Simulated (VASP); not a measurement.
VASP runs on WS$_{2}$ (space group R3m) share one base input (LDA (Ceperley-Alder, Perdew-Zunger), plane waves, VASP's LDA PAW potentials (set 64)) and change the settings named in each case.

**KPOINTS**
```
kpoints
0
Gamma
 6 6 6
```

**POSCAR**
```
WS2
12.5428520
  0.1291372170   0.0745573654   0.5000000000
 -0.1291372170   0.0745573654   0.5000000000
  0.0000000000  -0.1491147308   0.5000000000
W S
1 2
Cart
  0.0000000000   0.0000000000   0.0000000000
  0.0000000000   0.0000000000   1.1284500000
 -0.0000000000  -0.0000000000   0.8715000000
```

**INCAR**
```
SYSTEM = WS2
PREC = Accurate
ENCUT = 300
EDIFF = 1E-6
NELM = 100
ALGO = Normal
LREAL = .FALSE.
LASPH = .TRUE.
ISMEAR = -1
SIGMA = 0.1
LMAXMIX = 6
LWAVE = .FALSE.
LCHARG = .FALSE.
ISIF = 2
```

POTCAR, in this order: W_sv S (LDA.64 set). Program: vasp_std.

| change | E(σ→0) (eV/atom) | pressure (GPa) | largest force (eV/Å) | −TS (eV) |
|---|---|---|---|---|
| base run | -8.6633 | -14.75 | 1.515 | -0.0004 |
| GGA = PS, POTCAR W_sv S (PBE.64 set) | -8.3592 | -12.33 | 1.366 | -0.0003 |
| GGA_COMPAT = .FALSE., LNONCOLLINEAR = .TRUE., LSORBIT = .TRUE., MAGMOM = 0.0 0.0 0.0 0.0 0.0 0.0 0.0 0.0 0.0, program vasp_ncl | -8.9221 | … | … | … |
| KPOINTS 5×5×5 Γ-centred mesh | -8.6639 | -14.75 | 1.521 | -0.0004 |
| LDAU = .TRUE., LDAUJ = 0 0, LDAUL = 2 -1, LDAUTYPE = 2, LDAUU = 8.0 0 | -5.7465 | -8.57 | 0.813 | -0.0004 |

Question: Fill in the missing entries.

Answer: 
- GGA_COMPAT = .FALSE., LNONCOLLINEAR = .TRUE., LSORBIT = .TRUE., MAGMOM = 0.0 0.0 0.0 0.0 0.0 0.0 0.0 0.0 0.0, program vasp_ncl, pressure (GPa): -14.45
- GGA_COMPAT = .FALSE., LNONCOLLINEAR = .TRUE., LSORBIT = .TRUE., MAGMOM = 0.0 0.0 0.0 0.0 0.0 0.0 0.0 0.0 0.0, program vasp_ncl, largest force (eV/Å): 1.483
- GGA_COMPAT = .FALSE., LNONCOLLINEAR = .TRUE., LSORBIT = .TRUE., MAGMOM = 0.0 0.0 0.0 0.0 0.0 0.0 0.0 0.0 0.0, program vasp_ncl, −TS (eV): -0.0005

Energies of different potentials or functionals have different zeros.  Unless said otherwise, spin-orbit coupling is left out, though it shifts the bands of the heavy elements here. At 300 eV the pressure can carry a Pulay error.

Left out are runs that ran out of time, are held back, or changed the cell or the kind of run, fixed moments of cells without a moment, rows past the twelfth, gaps on odd meshes, pressures of charged cells and columns that move by less than the noise.

The structure was generated: WS2 was put into an ordered model structure, which need not be its known phase. The cell was not relaxed at this level, forces remain on its atoms, its lattice was scaled by up to 2.5 %.
